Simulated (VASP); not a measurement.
Runs of VASP 6.6.1 on Rh. Symmetry: Fm-3m, No. 225, cubic system. Conventional cell: a = 3.806 Å, b = 3.806 Å, c = 3.806 Å, α = 90.00°, β = 90.00°, γ = 90.00°. Around Rh (site symmetry m-3m) lie 12 Rh at 2.69 Å. 

| task | level | potentials or basis | cell | cutoff (eV) | gap on the mesh (eV) | pressure (GPa) | relaxed volume (Å³/atom) |
| --- | --- | --- | --- | --- | --- | --- | --- |
| relaxation of cell and atoms | PBEsol | VASP PAW PBE potentials, release 64 (Rh_pv) | relaxed | 480 | none | 0.0 | 13.50 |
| single point | PBEsol | VASP PAW PBE potentials, release 64 (Rh_pv) | as given | 520 | none | (a) | - |
| relaxation of cell and atoms | PBE | VASP PAW PBE potentials, release 64 (Rh_pv) | relaxed | 600 | none | 0.0 | 14.04 |
| relaxation of cell and atoms | PBE+D3(BJ) | VASP PAW PBE potentials, release 64 (Rh_pv) | relaxed | 600 | none | 0.0 | (b) |
| relaxation of cell and atoms | PBEsol | VASP PAW PBE potentials, release 64 (Rh) | relaxed | 580 | none | 0.0 | 13.45 |

Alike in all rows: no spin polarisation; k mesh 18 × 18 × 18; smearing gaussian 0.1 eV.

**Question.** Fill in the values left out.

**Answer.** (a) -5.9; (b) 13.64.

Caveats: the PAW data sets were made with another functional, which shifts forces and pressure a little (some runs); pairwise dispersion overbinds metals, which lowers pressure and volume (some runs).

A k mesh can miss the band edges, and the runs leave out spin-orbit coupling on Rh.

A gap of «none» marks a metal or a gap under the smearing width.

Not every run made on this cell is shown here.
